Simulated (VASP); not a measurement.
An input for Quantum ESPRESSO's pw.x (written as the equivalent of a VASP run, and not itself run):

```
&CONTROL
  calculation = 'vc-relax'
  pseudo_dir = './pseudo'
  outdir = './out'
  tprnfor = .true.
  tstress = .true.
  nstep = 40
  forc_conv_thr = 0.00078
/
&SYSTEM
  ibrav = 0
  nat = 7
  ntyp = 2
  ecutwfc = 76
  occupations = 'smearing'
  smearing = 'gaussian'
  degauss = 0.003675
  input_dft = 'pz'
/
&ELECTRONS
  conv_thr = 7.3e-08
  electron_maxstep = 100
/
&IONS
/
&CELL
/
ATOMIC_SPECIES
  Ca 40.078 Ca.upf
  B 10.810 B.upf
CELL_PARAMETERS angstrom
     4.0883386    0.0000000    0.0000000
    -0.0000000    4.0883386    0.0000000
    -0.0000000   -0.0000000    4.0883386
ATOMIC_POSITIONS crystal
  Ca   0.0000000  0.0000000  1.0000000
  B    0.7984645  0.5000000  0.5000000
  B    0.5000000  0.2015355  0.5000000
  B    0.5000000  0.7984645  0.5000000
  B    0.2015355  0.5000000  0.5000000
  B    0.5000000  0.5000000  0.7984645
  B    0.5000000  0.5000000  0.2015355
K_POINTS automatic
  6 6 6 0 0 0
```

### Question
Write the VASP files for the same calculation (LDA).

### Answer
Several could match; the one computed here: 
**INCAR**
```
ALGO = Normal
EDIFF = 1E-6
EDIFFG = -0.02
ENCUT = 620
IBRION = 2
ISIF = 3
ISMEAR = 0
LASPH = .TRUE.
LCHARG = .FALSE.
LREAL = .FALSE.
LWAVE = .FALSE.
NELM = 100
NSW = 40
PREC = Accurate
SIGMA = 0.05
SYSTEM = CaB6
```

### POSCAR
```
CaB6
1
    4.0883385884     0.0000000000     0.0000000000
   -0.0000000000     4.0883385884     0.0000000000
   -0.0000000000    -0.0000000000     4.0883385884
Ca B
1 6
Direct
  0.0000000000   0.0000000000   1.0000000000
  0.7984644724   0.5000000000   0.5000000000
  0.5000000000   0.2015355276   0.5000000000
  0.5000000000   0.7984644724   0.5000000000
  0.2015355276   0.5000000000   0.5000000000
  0.5000000000   0.5000000000   0.7984644724
  0.5000000000   0.5000000000   0.2015355276
```

File KPOINTS:
```
Automatic mesh
0
Gamma
6 6 6
0 0 0
```

POTCAR, in this order: Ca_sv B (LDA.64 set). Program: vasp_std.

Limits of the translation: the potentials are each code's own (VASP's PAW set, PseudoDojo norm-conserving files in pw.x), so ENCUT and ecutwfc are chosen apart and not converted; conv_thr bounds pw.x's estimated SCF error, while EDIFF bounds the energy change between steps; forc_conv_thr acts on force components and is met together with etot_conv_thr.

The compound is CaB6 in the cab6 structure. It was relaxed first.
